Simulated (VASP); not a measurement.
A run of VASP 6.6.1 is set up as follows.

INCAR

```
PREC     = Accurate       # precision mode
ENCUT    = 520            # plane-wave cutoff, eV
EDIFF    = 1E-7           # SCF threshold, eV
ISMEAR   = -1             # smearing method
SIGMA    = 0.05           # smearing width, eV
LREAL    = F              # projectors in reciprocal space
LASPH    = T              # aspherical terms in the spheres
NELM     = 100            # most SCF steps
ALGO     = Normal         # electronic algorithm
ISIF     = 2              # what is computed and relaxed
LWAVE    = F              # write WAVECAR
LCHARG   = F              # write CHGCAR
GGA      = PE             # functional
NBANDS   = 28             # bands
```

KPOINTS

```
Automatic mesh
0
Gamma
  5 5 5
```

POSCAR

```
CsBa3
1.0
    0.0000000000      5.2212840000      5.2212840000
    5.2212840000      0.0000000000      5.2212840000
    5.2212840000      5.2212840000      0.0000000000
Ba Cs
3 1
Direct
    0.5012270000      0.4971690000      0.4967690000
    0.7590530000      0.7460360000      0.7562990000
    0.2519520000      0.2509940000      0.2457810000
    0.0084740000      0.0003550000     -0.0073040000
```

Potentials or basis: VASP PAW PBE potentials, release 64 (Ba_sv, Cs_sv).

Launch:

```bash
$ cat potpaw_PBE.64/Ba_sv/POTCAR potpaw_PBE.64/Cs_sv/POTCAR > POTCAR
$ mpirun -np 1 vasp_std > vasp.out
```

(1) What does it give for the pressure?

(2) What does it give for the largest force?

(3) Estimate the band gap on the k mesh.

Answers

(1) 0.1 GPa.

(2) 0.094 eV/Å.

(3) none (metal or under the smearing width).
